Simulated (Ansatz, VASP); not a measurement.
# MoS2: VASP beside Ansatz, part 2 of 2

Wanted: the spread between two codes on one cell, functional and k mesh. The cell is taken from a series of runs on this material, whose earlier steps may have relaxed, scaled, displaced or heated it; both programs get it as it stands.

VASP 6.6.1 and Ansatz 0.2.0.

So far: Starting point; VASP: relaxation of cell and atoms, r2SCAN with rVV10.

## Step 3: Ansatz: relaxation of cell and atoms, r2SCAN with rVV10

Level of this step: Ansatz beside VASP: Kohn-Sham DFT, plane waves, r2SCAN with rVV10 (Ansatz).

Ansatz runs on PAW files that the input asks for by source.

The same cell, functional, mesh and smearing now go to Ansatz, which takes its cutoff from its data sets.

File input.yaml:

```yaml
crystal:
  lattice:
    - [3.1841260822, 0.0, 0.0]
    - [-1.5920630411, 2.757534076, 0.0]
    - [0.0, 0.0, 17.33459995]
  atoms:
    - { symbol: Mo, position: [0.0, 0.0, 0.0] }
    - { symbol: S, position: [0.33333333, 0.66666667, 0.08949298] }
    - { symbol: S, position: [0.33333333, 0.66666667, 0.91050702] }
kpoints:
  mp_grid: { grid: [9, 9, 2] }
hamiltonian:
  xc: r2scan
  pseudopotentials: { kind: paw, source: ansatz }
  dispersion: rvv10
scf:
  occupations: { method: fermi_dirac, width: 0.02 }
relax:
  f_tol: 0.01
  max_steps: 60
  cell: {}
```

Run with:

```
$ ansatz run input.yaml --threads 8 --pin off --max-ram 18432MiB --backend cpu --events-out ev --progress --plain --runs-dir out
```

Numbers of over 12 decimals in the logs are rounded to 6 here.

Output:

```text
The last accepted step is kept in <dir> (removed where the run ends without a failure and the disk answers)
Engine: ansatz 0.2.0, x86_64-unknown-linux-gnu
Pseudopotentials: kind: paw
Pseudopotential: Mo, paw, valence charge 14, recommended cutoff 500 eV (normal), Mo.paw.azcp
Pseudopotential: S, paw, valence charge 6, recommended cutoff 510 eV (normal), S.paw.azcp
Functional definition: r2SCAN+rVV10
  parameter k0 = 0.174
  parameter k1 = 0.065
  parameter a1 = 4.9479
  exchange = r2scan_x(k0 = k0, k1 = k1, a1 = a1)
  correlation = r2scan_c + rvv10(11.95, 0.0093)
Crystal: 3 atoms, lattice volume = 152.204 Å³
Basis set: ecut = 510 eV, 3969 PW (Γ), exchange–correlation on 120×120×640 points (64 copies of the dense FFT grid, shifted against one another)
Bands: 17, of which v1, the nominal top of the filled ones, is band 13 counted from 1 (12 counted from 0)
Symmetry: 12 space group operations
Space group: P-6m2 (ITA 187), of the structure as read, at distance tolerance 5.3e-5 Å
k-points: 24 of 162 (time reversal used)
Non-local potential: Mo, projectors of the file, l = 0: 3, l = 1: 3, l = 2: 2, l = 3: 2
Non-local potential: S, projectors of the file, l = 0: 2, l = 1: 2, l = 2: 2
PAW form: soft (Blöchl's): semilocal exchange-correlation on the pseudo side does not see the compensation charge
rVV10 density: all electrons in the spheres
PAW frozen core: Mo, regenerated for the run's functional (the file was generated under x = pbe(κ = 0.804, μ = 0.219515), c = pbe(β = 0.066725))
PAW frozen core: S, regenerated for the run's functional (the file was generated under x = pbe(κ = 0.804, μ = 0.219515), c = pbe(β = 0.066725))
PAW one-centre angular grid: Mo, 590 points (default); XC on 203 of its mesh's 507 points in the sphere
PAW one-centre angular grid: S, 302 points (default); XC on 160 Gauss nodes
Initial density: superposition of atomic densities (neutral atoms: chi_scale 0, normalization atom)
Initial wavefunctions: pseudopotential atomic-orbital guess
Functional: x = r2scan, c = r2scan + rvv10(b = 11.95, C = 0.0093); τ floored in thin density (d = 2e-4 eV/Å³)
SCF iter   1: F=—  HF=-6781.318541 eV  |F-HF|=—  |Δ(HF+E_count)|=         —  Δρ=5.39e-2  dr2=6.82e0  dr2_τ=8.02e-1  ethr=3.10e-3  ⟨swp⟩=11.4  Hψ=3450  notcnv=0
preconditioner: auto → none  [insulator: Δε(μ)=1.920 eV  Ē_g=9.363 eV  σ=0.020 eV  W_gap=1.00  n_scr=10 (ndim 8)  ℏωp=12.8 eV  f_vac=0.608  D(μ)=0.00/eV (n_scr^D=0)  ε∞_Penn≈2.9]
SCF iter   2: F=—  HF=-6782.932152 eV  |F-HF|=—  |Δ(HF+E_count)|=    1.61e0  Δρ=7.18e-2  dr2=2.24e1  dr2_τ=3.89e0  ethr=3.10e-3  ⟨swp⟩=5.2  Hψ=1546  notcnv=0  recentre
SCF iter   3: F=—  HF=-6780.209126 eV  |F-HF|=—  |Δ(HF+E_count)|=    2.72e0  Δρ=2.59e-2  dr2=1.49e0  dr2_τ=4.70e-2  ethr=3.10e-3  ⟨swp⟩=5.3  Hψ=1359  notcnv=0
SCF iter   4: F=—  HF=-6779.981308 eV  |F-HF|=—  |Δ(HF+E_count)|=   2.28e-1  Δρ=7.09e-3  dr2=3.79e-2  dr2_τ=4.25e-3  ethr=3.10e-3  ⟨swp⟩=4.0  Hψ=1044  notcnv=0
SCF iter   5: F=—  HF=-6779.987033 eV  |F-HF|=—  |Δ(HF+E_count)|=   5.73e-3  Δρ=5.66e-4  dr2=4.29e-4  dr2_τ=7.16e-5  ethr=1.46e-4  ⟨swp⟩=2.5  Hψ=736  notcnv=0
SCF iter   6: F=—  HF=-6779.987183 eV  |F-HF|=—  |Δ(HF+E_count)|=   1.50e-4  Δρ=2.43e-4  dr2=1.11e-4  dr2_τ=1.07e-5  ethr=1.65e-6  ⟨swp⟩=3.0  Hψ=986  notcnv=0
SCF iter   7: F=—  HF=-6779.987214 eV  |F-HF|=—  |Δ(HF+E_count)|=   3.09e-5  Δρ=4.82e-5  dr2=7.42e-6  dr2_τ=1.06e-6  ethr=4.29e-7  ⟨swp⟩=2.3  Hψ=625  notcnv=0
SCF iter   8: F=—  HF=-6779.987325 eV  |F-HF|=—  |Δ(HF+E_count)|=   1.11e-4  Δρ=1.69e-5  dr2=9.61e-7  dr2_τ=5.59e-8  ethr=2.85e-8  ⟨swp⟩=2.3  Hψ=606  notcnv=0
SCF iter   9: F=-6779.987325 eV  HF=-6779.987325 eV  |F-HF|=8.00e-11  |Δ(HF+E_count)|=   9.32e-8  Δρ=1.21e-6  dr2=2.04e-9  dr2_τ=3.47e-10  ethr=3.85e-10  ⟨swp⟩=4.5  Hψ=2024  notcnv=0
SCF 1 converged in 9 iterations: F = -6779.987325 eV  dr2 = 2.04e-9
  greatest PAW one-centre occupation: 0.985 electrons in one spin orbital (limit 2), on the Mo atom at site 0 (counted from 0), in its partial waves of l = 0
relax step   1: F+E_penalty+E_count = -6779.98732521 eV  Δ(F+E_penalty+E_count) = +0.000e0 eV  max|allowed force component| = 9.963e-3 eV/Å  Δτ_max = 0.0000 Å  P = -0.240 GPa  Ω = 152.204 Å³  (9 SCF iters, dr2 threshold 1.00e-7 eV, accepted)
[...]
relax step   2: F+E_penalty+E_count = -6779.98723425 eV  Δ(F+E_penalty+E_count) = +9.096e-5 eV  max|allowed force component| = 9.519e-2 eV/Å  Δτ_max = 0.0127 Å  P = +0.052 GPa  Ω = 150.058 Å³  energy of the carried Pulay correction = +5.706e-5 eV  (6 SCF iters, dr2 threshold 3.00e-7 eV, rejected (line search))
[...]
relax step   3: F+E_penalty+E_count = -6779.98871078 eV  Δ(F+E_penalty+E_count) = -1.386e-3 eV  max|allowed force component| = 1.626e-3 eV/Å  Δτ_max = 0.0042 Å  P = -0.022 GPa  Ω = 151.136 Å³  energy of the carried Pulay correction = +2.829e-5 eV  (9 SCF iters, accepted)
[...]
relax step   4: F+E_penalty+E_count = -6779.98868361 eV  Δ(F+E_penalty+E_count) = +2.717e-5 eV  max|allowed force component| = 1.627e-3 eV/Å  Δτ_max = 0.0000 Å  P = -0.022 GPa  Ω = 151.136 Å³  stress off target by 3.15e-2 GPa  SCF on the basis re-selected at this cell (its energy is not comparable with the rows above)  (7 SCF iters)
basis re-selected at this cell: Δ(F+E_penalty+E_count) = +2.717e-5 eV, ΔP = -0.000 GPa vs the last step (what re-selecting the basis moved, of the pressure what is left beyond the Pulay correction that the steps carried, after the strain that the cell walked since its last selection, with what the two solves' SCF thresholds leave and, on support functions, any second-order correction that the steps lacked; it is no m [...]
SCF converged after 7 iterations
Free energy (F): -6779.988684 eV
Harris-Foulkes:  -6779.988684 eV  (|F-HF|=0.00e0)
Internal energy: -6779.988684 eV  (E = F + TS)
E sigma→0 (E₀):  -6779.988684 eV
Fermi energy:    0.496061 eV
--- Per-component energies (eV) ---
  E_band       = -447.960170
  E_kinetic    = 765.111297
  E_local      = -13364.719838  (includes V_loc(G=0)·N_el)
  E_nonlocal   = 334.271632
  E_hartree    = 6191.864691
  E_xc         = -479.663063
  E_vxc        = -509.304647  (∫ρ·V_xc dr)
  E_paw        = -4312.884022  (= ΣΔE_a)
  E_vpaw       = -84.476648  (= ΣTr[D̂ρ^β])
  E_aug_tail   = 0.000229  (compensation charges beyond the density's cutoff)
  E_vtau       = 27.428359  (kinetic-family band-sum trace: ∫τ·v_τ [+ j·A + Jᵃ·Aᵃ] dr)
  E_ewald      = 4086.472918
  E_core_change = -0.442528  (= ΣΔE_core)
  E_smearing   = -0.000000  (= −TS)
  E_closure    = 0.000000  (closes the sum)
  Σ components = -6779.988684   (vs F -6779.988684, Δ=0.00e0)
--- Forces (eV/Å), atoms counted from 1 ---
  atom   1  Mo     0.00000000    -0.00000000     0.00000000
  atom   2  S      0.00000000    -0.00000000     0.00162691
  atom   3  S      0.00000000    -0.00000000    -0.00162691
  max |Σ_I F_I| component: 2.22e-16 eV/Å
--- Stress (GPa, compression-positive) ---
       -0.031485       0.000000       0.000000
       -0.000000      -0.031485       0.000000
        0.000000       0.000000      -0.003876
  P = ⅓ Tr σ = -0.0223 GPa (-0.223 kbar)
--- Relaxed structure (3 steps of the walk, 2 accepted, 1 SCFs on fresh bases) ---
  F+E_penalty+E_count = -6779.98868361 eV   max|allowed force component| = 1.627e-3 eV/Å   (the final SCF, on the basis selected at the relaxed cell)
  cell:  # Å, volume = 151.1365 Å³
    - [3.173274, 0, 0.0]
    - [-1.586637, 2.748136, 0.0]
    - [0.0, 0.0, 17.330993]
  atoms:
    - { symbol: Mo, position: [3.7007434429898756e-17, 3.289549685743081e-17, 0.0] }
    - { symbol: S, position: [0.333333, 0.666667, 0.089736] }
    - { symbol: S, position: [0.333333, 0.666667, 0.910264] }
```

In the SCF lines HF is the Harris–Foulkes energy and dr2 the Hartree energy of the density residual, in eV; the loop may stop once dr2 is under the threshold and the program's other checks hold. Hψ counts applications of the Hamiltonian.

## Step 4: Differences

Known differences besides the potentials themselves: VASP keeps PBE cores, Ansatz makes them for the functional; the cutoff is 510 eV in Ansatz and 550 eV in VASP; Ansatz adds a Pulay correction to the stress that steers its cell, VASP none. Total energies have different zeros and are not compared.

Compared:

```
                                         quantity  Ansatz    VASP  difference
                                      volume (Å³)  151.14  151.48     -0.23 %
edge a after relaxation, in the typed setting (Å)   3.173   3.174     -0.03 %
edge c after relaxation, in the typed setting (Å)  17.331  17.361     -0.17 %
```

## Step 5: Outcome

| Property | Result |
| --- | --- |
| difference in volume (relaxation of cell and atoms, r2SCAN with rVV10) | -0.23 % |

**Reading.** The difference in volume is -0.23 % (relaxation of cell and atoms, r2SCAN with rVV10), within the 1.2 % picked in this series as the mark of a large difference, as far as the stopping tolerances let one tell. How closely two codes agree says nothing of how well the functional describes the real material.

[Lines on the potential files, build, host, timing and source positions are cut from VASP's logs without a mark.]

[Logs are printed without paths, hosts, clocks, repeated set-up lines and the standing remarks that a program may print on its own settings, such as how far it seeks lower states.]

[Hosts, paths, dates, database ids (printed as entryN), source tags and the programs' standing remarks are cut or masked in the printed files.]
